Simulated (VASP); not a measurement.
Method: PBEsol GGA, VASP's PBE PAW potentials (set 64) (plane waves; VASP). For the first row: Settings: 520 eV cut-off, 6×6×6 Γ-centred mesh, Gaussian smearing of 0.050 eV, potentials Mg Ge_d.

| system | energy (eV/atom) |
|---|---|
| Mg2Ge (antifluorite) | -3.0733 |
| Mg (hcp) | -1.7188 |
| Ge (diamond) | -4.9364 |

The references are the elements' solids at the same level; no temperature or zero-point terms are added.

Task: What is the formation energy per atom of Mg2Ge?

Result: The references average (2×(-1.7188) + 1×(-4.9364))/3 = -2.7913 eV, so the formation energy is -3.0733 − (-2.7913) = -0.282 eV/atom.
